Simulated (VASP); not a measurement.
VASP input:

POSCAR:
```
CdS
1
    2.1114000000    -3.6570520000     0.0000000000
    2.1114000000     3.6570520000     0.0000000000
    0.0000000000     0.0000000000     6.8544000000
Cd S
2 2
Direct
  0.6666670000   0.3333330000   0.5000000000
  0.3333330000   0.6666670000   0.0000000000
  0.6666670000   0.3333330000   0.8770000000
  0.3333330000   0.6666670000   0.3770000000
```

**INCAR**
```
SYSTEM = CdS
PREC = Accurate
ENCUT = 400
EDIFF = 1E-6
NELM = 25
ALGO = VeryFast
LREAL = .FALSE.
LASPH = .TRUE.
ISMEAR = 0
SIGMA = 0.05
GGA = PE
LMAXMIX = 4
LWAVE = .FALSE.
LCHARG = .FALSE.
ISIF = 2
HFSCREEN = 0.2
AEXX = 0.25
LHFCALC = .TRUE.
PRECFOCK = Fast
ISYM = 3
```

File KPOINTS:
```
Automatic mesh
0
Gamma
2 2 2
0 0 0
```

POTCAR, in this order: Cd S (PBE.64 set). Program: vasp_std.

The resulting files:

### standard output
```
 POSCAR found type information on POSCAR CdS
 POSCAR found :  2 types and       4 ions
 Reading from existing POTCAR
 Reading from existing POTCAR
 LDA part: xc-table for (Slater+PW92), standard interpolation
 POSCAR, INCAR and KPOINTS ok, starting setup
 WAVECAR not read
 entering main loop
       N       E                     dE             d eps       ncg     rms          rms(c)
RMM:   1    -0.181714110994E+04   -0.18171E+04   -0.11959E+04    88   0.108E+03
RMM:   2    -0.215450052238E+04   -0.33736E+03   -0.36733E+03    88   0.318E+02
RMM:   3    -0.221412458530E+04   -0.59624E+02   -0.99542E+02    88   0.157E+02
RMM:   4    -0.221573009583E+04   -0.16055E+01   -0.20858E+02    88   0.790E+01
RMM:   5    -0.221609324105E+04   -0.36315E+00   -0.56777E+01    88   0.375E+01
RMM:   6    -0.221574145585E+04    0.35179E+00   -0.18640E+01    88   0.203E+01
RMM:   7    -0.221523252899E+04    0.50893E+00   -0.79659E+00    88   0.123E+01
RMM:   8    -0.221500947831E+04    0.22305E+00   -0.48328E+00    88   0.928E+00
RMM:   9    -0.221481038841E+04    0.19909E+00   -0.33483E+00   280   0.769E+00
RMM:  10    -0.221477502676E+04    0.35362E-01   -0.23124E+00   270   0.641E+00
RMM:  11    -0.221480075397E+04   -0.25727E-01   -0.21788E+00   271   0.609E+00
RMM:  12    -0.221480638350E+04   -0.56295E-02   -0.22734E+00   286   0.632E+00    0.312E+01
RMM:  13     0.137894454639E+03    0.23527E+04   -0.95240E+01   352   0.775E+01    0.178E+01
RMM:  14     0.132941319870E+03   -0.49531E+01   -0.10772E+01   329   0.212E+01    0.435E+00
RMM:  15     0.134882725371E+03    0.19414E+01   -0.27603E+00   301   0.773E+00    0.173E+00
RMM:  16     0.135088754814E+03    0.20603E+00   -0.24289E+00   298   0.725E+00    0.902E-01
RMM:  17     0.135205617689E+03    0.11686E+00   -0.24549E+00   303   0.737E+00    0.631E-01
RMM:  18     0.135242007178E+03    0.36389E-01   -0.24470E+00   304   0.727E+00    0.490E-01
RMM:  19     0.135270257782E+03    0.28251E-01   -0.24922E+00   305   0.738E+00    0.327E-01
RMM:  20     0.135256634214E+03   -0.13624E-01   -0.24396E+00   307   0.730E+00    0.183E-01
RMM:  21     0.135271524820E+03    0.14891E-01   -0.25330E+00   319   0.740E+00    0.174E-01
RMM:  22     0.135252863830E+03   -0.18661E-01   -0.24660E+00   312   0.730E+00    0.120E-01
RMM:  23     0.135273947884E+03    0.21084E-01   -0.25273E+00   318   0.743E+00    0.118E-01
RMM:  24     0.135250882155E+03   -0.23066E-01   -0.24677E+00   317   0.732E+00    0.139E-01
RMM:  25     0.135275321864E+03    0.24440E-01   -0.25206E+00   326   0.744E+00

 -----------------------------------------------------------------------------
|                                                                             |
|           W    W    AA    RRRRR   N    N  II  N    N   GGGG   !!!           |
|           W    W   A  A   R    R  NN   N  II  NN   N  G    G  !!!           |
|           W    W  A    A  R    R  N N  N  II  N N  N  G       !!!           |
|           W WW W  AAAAAA  RRRRR   N  N N  II  N  N N  G  GGG   !            |
|           WW  WW  A    A  R   R   N   NN  II  N   NN  G    G                |
|           W    W  A    A  R    R  N    N  II  N    N   GGGG   !!!           |
|                                                                             |
|     The electronic self-consistency was not achieved in the given           |
|     number of steps (NELM). The forces and other quantities evaluated       |
|     might not be reliable so examine the results carefully. If you find     |
|     spurious results, we suggest increasing NELM, if you were close to      |
|     convergence or switching to a different ALGO or adjusting the           |
|     density mixing parameters otherwise.                                    |
|                                                                             |
 -----------------------------------------------------------------------------

   1 F= 0.13527532E+03 E0= 0.13527532E+03  d E =-.467849E-11
```

**OUTCAR**
```
------------------------ aborting loop EDIFF was not reached (unconverged)  ----------------------------
  FORCE on cell =-STRESS in cart. coord.  units (eV):
  Direction    XX          YY          ZZ          XY          YZ          ZX
  --------------------------------------------------------------------------------------
  Total     -107.3467129   -107.3467085   -109.3481377      0.0000000      0.0000000      0.0000000
  in kB    -1624.7937487  -1624.7936819  -1655.0872003      0.0000000      0.0000000      0.0000000
  external PRESSURE =   -1634.8915436 kB  Pullay stress =       0.0000000 kB
  volume of cell :      105.85
      direct lattice vectors                 reciprocal lattice vectors
     2.111400000 -3.657052000  0.000000000     0.236809700 -0.136722147  0.000000000
     2.111400000  3.657052000  0.000000000     0.236809700  0.136722147  0.000000000
     0.000000000  0.000000000  6.854400000     0.000000000  0.000000000  0.145891690
  FREE ENERGIE OF THE ION-ELECTRON SYSTEM (eV)
  ---------------------------------------------------
  free  energy   TOTEN  =       135.2753218637 eV

  energy  without entropy=      135.2753218637  energy(sigma->0) =      135.27532186

  exchange ACFDT corr.  =        -0.00000000  see jH, gK, PRB 81, 115126
```
(Selected blocks of OUTCAR.)

### Question
Read input and log: which fault does this run have?
A) ENCUT is too low for a cell relaxation, so Pulay stress biases the volume
B) EDIFF is too loose for the force threshold
C) a hybrid functional was run with ALGO = VeryFast
D) LSORBIT needs the non-collinear program vasp_ncl

### Answer
C, a hybrid functional was run with ALGO = VeryFast. Convergence was not reached. Against the sound run, the energy per atom (σ→0) increases by 37.464 eV/atom; the pressure falls by 162.52 GPa.

To mend it, set ALGO = Normal.

The mended run (HSE06 screened hybrid, plane waves, VASP's PBE PAW potentials (set 64)) converges, and its OSZICAR ends with
```
   1 F= -.14581970E+02 E0= -.14581970E+02  d E =-.221631E-14
```

The compound is CdS in the wurtzite structure. The cell was not relaxed at this level.
